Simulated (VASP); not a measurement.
The cell holds one MoS₂ (2H layered) bilayer, with vacuum along c. Ionisation potential and electron affinity count from the cell's own band edges, surface states included.

```yaml
crystal:
  lattice:
    - [3.19099, 0.00000, 0.00000]
    - [-1.59550, 2.76348, 0.00000]
    - [0.00000, 0.00000, 25.64478]
  atoms:
    - { symbol: Mo, position: [0.66667, 0.33333, 0.37845] }
    - { symbol: Mo, position: [0.33333, 0.66667, 0.62155] }
    - { symbol: S, position: [0.33333, 0.66667, 0.43970] }
    - { symbol: S, position: [0.33333, 0.66667, 0.31729] }
    - { symbol: S, position: [0.66667, 0.33333, 0.68271] }
    - { symbol: S, position: [0.66667, 0.33333, 0.56030] }
```

The numbers are results of optB88-vdW, VASP's PBE PAW potentials (set 64) (plane waves; VASP), not measurements. Run with 400 eV cut-off, 12×12×1 Γ-centred mesh, Gaussian smearing of 0.050 eV, potentials Mo_sv S.

### Question
Predict its energy to cut it from the bulk, per area, ionisation potential, electron affinity, band gap (on the k-mesh).

### Answer

* **energy to cut it from the bulk, per area**: 26.1 meV/Å²
* **ionisation potential**: 5.76 eV
* **electron affinity**: 4.54 eV
* **band gap (on the k-mesh)**: 1.22 eV

The cell is a sheet with vacuum, built from MoS2 (2H layered).
